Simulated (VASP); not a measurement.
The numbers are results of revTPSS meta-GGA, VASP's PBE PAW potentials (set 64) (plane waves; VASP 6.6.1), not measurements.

A VASP calculation is set up with these files.

### INCAR
```
ISMEAR  =  1   ! Methfessel-Paxton
EDIFFG  =  -0.01   ! ionic stop
ENCUT  =  520
METAGGA  =  RTPSS
EDIFF  =  1E-6
LASPH  =  .TRUE.
LREAL  =  .FALSE.   ! projection in real space or not
NSW  =  60   ! most ionic steps
SIGMA  =  0.1
LMIXTAU  =  .TRUE.
ISIF  =  3
IBRION  =  2   ! conjugate gradients
ALGO  =  Normal   ! blocked Davidson
LCHARG  =  .FALSE.
PREC  =  Accurate
LWAVE  =  .FALSE.
SYSTEM  =  Pb
NELM  =  100
LMAXMIX  =  4   ! l cut-off of mixed one-centre charges
```

File KPOINTS:
```
Regular mesh
0
Gamma
11 11 11
0 0 0
```

**POSCAR**
```
Pb
1
    0.0000000000     2.4750000000     2.4750000000
    2.4750000000     0.0000000000     2.4750000000
    2.4750000000     2.4750000000     0.0000000000
Pb
1
Direct
  0.0000000000   0.0000000000   0.0000000000
```

POTCAR, in this order: Pb_d (PBE.64 set). Program: vasp_std.

Output

**OSZICAR**
```
       N       E                     dE             d eps       ncg     rms          rms(c)
DAV:   1     0.146688309387E+03    0.14669E+03   -0.76255E+03  1241   0.156E+03
DAV:   2     0.424138598663E+02   -0.10427E+03   -0.10233E+03  1265   0.344E+02
DAV:   3     0.379042487965E+02   -0.45096E+01   -0.44908E+01  1499   0.887E+01
DAV:   4     0.378117319458E+02   -0.92517E-01   -0.92499E-01  1514   0.142E+01
DAV:   5     0.378077214948E+02   -0.40105E-02   -0.40102E-02  1566   0.266E+00    0.126E+00
DAV:   6     0.403004853806E+02    0.24928E+01   -0.44624E+00  1232   0.369E+01    0.427E-01
DAV:   7     0.402101828765E+02   -0.90303E-01   -0.48606E-01  1367   0.169E+01    0.419E-01
DAV:   8     0.401148494728E+02   -0.95333E-01   -0.94983E-02  1232   0.574E+00    0.166E-01
DAV:   9     0.401046676695E+02   -0.10182E-01   -0.11909E-02  1469   0.243E+00    0.781E-02
DAV:  10     0.401046945219E+02    0.26852E-04   -0.47712E-03  1427   0.156E+00    0.819E-02
DAV:  11     0.401047346474E+02    0.40126E-04   -0.19626E-03  1406   0.102E+00    0.211E-02
DAV:  12     0.401045476292E+02   -0.18702E-03   -0.20659E-04  1409   0.306E-01    0.554E-03
DAV:  13     0.401045430205E+02   -0.46087E-05   -0.10563E-05  1325   0.431E-02    0.257E-03
DAV:  14     0.401045434644E+02    0.44393E-06   -0.18886E-06  1340   0.156E-02
   1 F= 0.40104543E+02 E0= 0.40104562E+02  d E =0.401045E+02
       N       E                     dE             d eps       ncg     rms          rms(c)
DAV:   1     0.400927836885E+02   -0.11759E-01   -0.37234E-01  1457   0.134E+01    0.582E-01
DAV:   2     0.401029287915E+02    0.10145E-01   -0.17227E-02  1451   0.273E+00    0.225E-01
DAV:   3     0.401047075494E+02    0.17788E-02   -0.88874E-03  1415   0.203E+00    0.209E-02
DAV:   4     0.401045362625E+02   -0.17129E-03   -0.61457E-04  1298   0.467E-01    0.118E-02
DAV:   5     0.401044981276E+02   -0.38135E-04   -0.19311E-05  1588   0.544E-02    0.692E-03
DAV:   6     0.401045055438E+02    0.74161E-05   -0.40389E-06  1256   0.300E-02    0.598E-03
DAV:   7     0.401044791823E+02   -0.26361E-04   -0.25348E-05  1394   0.120E-01    0.164E-03
DAV:   8     0.401044755167E+02   -0.36656E-05   -0.21627E-06  1265   0.306E-02    0.722E-04
DAV:   9     0.401044755100E+02   -0.67103E-08   -0.69721E-08   640   0.612E-03
   2 F= 0.40104476E+02 E0= 0.40104536E+02  d E =-.679544E-04
       N       E                     dE             d eps       ncg     rms          rms(c)
DAV:   1     0.401019414363E+02   -0.25341E-02   -0.80390E-02  1460   0.632E+00    0.267E-01
DAV:   2     0.401040622191E+02    0.21208E-02   -0.36187E-03  1448   0.124E+00    0.104E-01
DAV:   3     0.401044438296E+02    0.38161E-03   -0.19423E-03  1409   0.944E-01    0.101E-02
DAV:   4     0.401044189260E+02   -0.24904E-04   -0.13449E-04  1304   0.223E-01    0.546E-03
DAV:   5     0.401044160535E+02   -0.28725E-05   -0.39736E-06  1449   0.251E-02    0.332E-03
DAV:   6     0.401044193728E+02    0.33193E-05   -0.79914E-07   796   0.147E-02    0.304E-03
DAV:   7     0.401044164742E+02   -0.28986E-05   -0.71570E-06  1406   0.625E-02    0.117E-03
DAV:   8     0.401044162626E+02   -0.21155E-06   -0.60866E-07   640   0.174E-02
   3 F= 0.40104416E+02 E0= 0.40104454E+02  d E =-.127202E-03
```

OUTCAR:
```
------------------------ aborting loop because EDIFF is reached ----------------------------------------
  FORCE on cell =-STRESS in cart. coord.  units (eV):
  Direction    XX          YY          ZZ          XY          YZ          ZX
  --------------------------------------------------------------------------------------
  Total       -0.0020913     -0.0020913     -0.0020913      0.0000000     -0.0000000     -0.0000000
  in kB       -0.1110397     -0.1110397     -0.1110397      0.0000000     -0.0000000     -0.0000000
  external PRESSURE =      -0.1110397 kB  Pullay stress =       0.0000000 kB
  volume of cell :       30.17
      direct lattice vectors                 reciprocal lattice vectors
     0.000000000  2.470995615  2.470995615    -0.202347587  0.202347587  0.202347587
     2.470995615  0.000000000  2.470995615     0.202347587 -0.202347587  0.202347587
     2.470995615  2.470995615  0.000000000     0.202347587  0.202347587 -0.202347587
 POSITION                                       TOTAL-FORCE (eV/Angst)
 -----------------------------------------------------------------------------------
      0.00000      0.00000      0.00000        -0.000000      0.000000      0.000000
 -----------------------------------------------------------------------------------
    total drift:                               -0.000000      0.000000      0.000000
  FREE ENERGIE OF THE ION-ELECTRON SYSTEM (eV)
  ---------------------------------------------------
  free  energy   TOTEN  =        40.1044162626 eV

  energy  without entropy=       40.1045282600  energy(sigma->0) =       40.10445360

 reached required accuracy - stopping structural energy minimisation
```
(Selected blocks of OUTCAR.)

### CONTCAR
```
Pb
   1.00000000000000
     0.0000000000000000    2.4709956145177867    2.4709956145177867
     2.4709956145177867    0.0000000000000000    2.4709956145177867
     2.4709956145177867    2.4709956145177867    0.0000000000000000
  Pb
     1
Direct
     0.0000000000000000    0.0000000000000000    0.0000000000000000
```

The compound is Pb in the fcc structure. This run relaxes it. Symmetry was kept, so distortions that lower it aren't found.
